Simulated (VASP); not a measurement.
An input for Ansatz (written as the equivalent of a VASP run, and not itself run):

Ansatz 0.2 input:
```yaml
crystal:
  lattice:
    - [0.0000000, 2.6763484, 2.6763484]
    - [2.6763484, 0.0000000, 2.6763484]
    - [2.6763484, 2.6763484, 0.0000000]
  atoms:
    - { symbol: Ca, position: [0.0000000, 0.0000000, 0.0000000] }
kpoints:
  mp_grid: { grid: [10, 10, 10] }
hamiltonian:
  xc: pbe
  pseudopotentials: { kind: paw }
scf:
  occupations: { method: methfessel_paxton, width: 0.1 }
  max_iter: 100
relax:
  max_steps: 40
  f_tol: 0.01
  cell: { p_target: 2 }
output: { forces: true, stress: true, eigenvalues: true }
```

Problem. Write the VASP files for the same calculation (PBE).

Solution. Several could match; the one computed here: 
### INCAR
```
SYSTEM = Ca
PREC = Accurate
ENCUT = 480
EDIFF = 1E-7
NELM = 100
ALGO = Normal
LREAL = .FALSE.
LASPH = .TRUE.
ISMEAR = 1
SIGMA = 0.1
GGA = PE
LWAVE = .FALSE.
LCHARG = .FALSE.
ISIF = 3
IBRION = 2
NSW = 40
EDIFFG = -0.01
PSTRESS = 20
```

File POSCAR:
```
Ca
1.0
  0.0000000000   2.6763483740   2.6763483740
  2.6763483740   0.0000000000   2.6763483740
  2.6763483740   2.6763483740   0.0000000000
Ca
1
Cart
  0.0000000000   0.0000000000   0.0000000000
```

**KPOINTS**
```
Automatic mesh
0
gamma
10 10 10
0 0 0
```

POTCAR, in this order: Ca_sv (PBE.64 set). Program: vasp_std.

Limits of the translation: each code has its own PAW files, so the cut-off isn't converted (ENCUT is set for VASP's; basis.ecutwfc is left out, and Ansatz then takes the one that its files recommend); Ansatz stops its SCF on the density residual and VASP on the energy change (EDIFF).

The compound is Ca in the fcc structure. It was relaxed first under an external pressure of 2 GPa.
